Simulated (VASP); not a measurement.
A convergence study with VASP on SiC (wurtzite): one setting is varied, all else stays as given below, so the limit is that of these other settings. Each run relaxes cell and ions from the cell shown.

```
CSi
1.0
    1.54000    -2.66736     0.00000
    1.54000     2.66736     0.00000
    0.00000     0.00000     5.05000
Si C
2 2
Direct
  0.66667   0.33333   0.50000
  0.33333   0.66667   0.00000
  0.66667   0.33333   0.87500
  0.33333   0.66667   0.37500
```

These are PBE GGA, VASP's PBE PAW potentials (set 64) (plane waves; VASP) values and carry that method's errors. The tightest run used: 700 eV cut-off, 12×12×7 Γ-centred mesh, Gaussian smearing of 0.050 eV, potentials Si C.

Question: The settings run are 2×2×1 mesh; 3×3×2 mesh; 4×4×2 mesh; 5×5×3 mesh; 6×6×3 mesh; 8×8×4 mesh; 9×9×5 mesh; 10×10×6 mesh; 11×11×6 mesh; 12×12×7 mesh. From which on does the relaxed volume stay within 0.05 Å³/atom of the tightest run?

Answer: From 3×3×2 mesh on: it is off by 0.032 there and by no more than 0.05 in any finer run, while 2×2×1 mesh is off by 0.069.
```tsv
setting	relaxed volume (Å³/atom)	E (eV/atom)	irreducible k-points	difference judged (Å³/atom)
2×2×1 mesh	10.425	-7.1692	2	0.069
3×3×2 mesh	10.526	-7.4053	6	0.032
4×4×2 mesh	10.503	-7.4987	8	0.009
5×5×3 mesh	10.492	-7.5190	10	0.002
6×6×3 mesh	10.490	-7.5252	14	0.004
8×8×4 mesh	10.494	-7.5294	30	0.000
9×9×5 mesh	10.494	-7.5295	36	0.000
10×10×6 mesh	10.494	-7.5296	56	0.000
11×11×6 mesh	10.494	-7.5296	64	0.000
12×12×7 mesh	10.494	-7.5296	76	0.000
```

Left out are rungs that failed or repeat a setting and relaxations that didn't move; long series are thinned to 24 rows.

The compound is SiC in the wurtzite structure, the rare 2H polytype.
